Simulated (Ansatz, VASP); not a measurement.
## Two plane-wave programs on NiSe3

```
CELL_PARAMETERS angstrom
4.20056 0.00000 0.00000
0.00000 4.20056 0.00000
0.00000 0.00000 4.20056
ATOMIC_POSITIONS crystal
Ni 0.00000 0.00000 0.00000
Se 0.00000 0.50000 0.50000
Se 0.50000 0.00000 0.50000
Se 0.50000 0.50000 0.00000
```

Alike in both runs: functional PBE; k mesh 4 × 4 × 4; occupations gaussian, width 0.1 eV; collinear spin.

Ansatz relaxed the structure, and its values are those at the end. VASP's run is a single point on that final structure, the one shown.

|  | VASP | Ansatz |
| --- | --- | --- |
| version | VASP 6.6.1 | Ansatz 0.2.0 |
| potentials or method | VASP PAW PBE potentials, release 64 (Ni, Se) | scalar-relativistic, plane waves, PAW |
| plane-wave cutoff (eV) | 520 | 420 |
| valence electrons in the cell | 28 | 66 |

```tsv
	VASP	Ansatz	Ansatz less VASP
gap on the k mesh at the Fermi level (eV)	none	none	-
pressure (GPa)	-0.3	-0.2	+0.14
net moment per atom (μB)	0.14	0.14	+0.001
size of the moment on the site where the two differ most (μB)	0.45	0.46	+0.009
```

Site moments also hang on the region over which each program counts them. A gap of «none» marks a metal or a gap that the smearing closes. The two sets of potentials don't hold the same shells in valence.

Caveats: the k mesh is coarse (spacing up to 0.37 Å⁻¹), so the values aren't converged; a cell with one magnetic atom can't hold antiferromagnetic order, which such compounds often take.
